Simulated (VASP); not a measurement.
Here is the system:

```
CELL_PARAMETERS angstrom
      0.00000     2.10500     2.10500
      2.10500     0.00000     2.10500
      2.10500     2.10500     0.00000
ATOMIC_POSITIONS crystal
  Mg 0.00000 0.00000 0.00000
  O  0.50000 0.50000 0.50000
```

Computed with PBE GGA, VASP's PBE PAW potentials (set 64) (plane waves; VASP). Run with 400 eV cut-off, 7×7×7 Γ-centred mesh, Fermi-Dirac smearing of 0.010 eV, potentials Mg O.

Give the energies of bands 2 to 5 at the high-symmetry points, in eV from the valence-band maximum.

| band | Γ | X | U | L | W |
|---|---|---|---|---|---|
| 2 | 0.00 | -4.09 | -3.50 | -4.62 | -2.95 |
| 3 | 0.00 | -1.35 | -2.71 | -0.65 | -2.95 |
| 4 | 0.00 | -1.35 | -1.15 | -0.65 | -1.76 |
| 5 | 4.75 | 9.14 | 10.12 | 7.92 | 11.69 |

The gap is direct, 4.75 eV, from the valence maximum at Γ to the conduction minimum at Γ.

The structure is a typed MgO crystal (Fm-3m). The cell was not relaxed at this level.
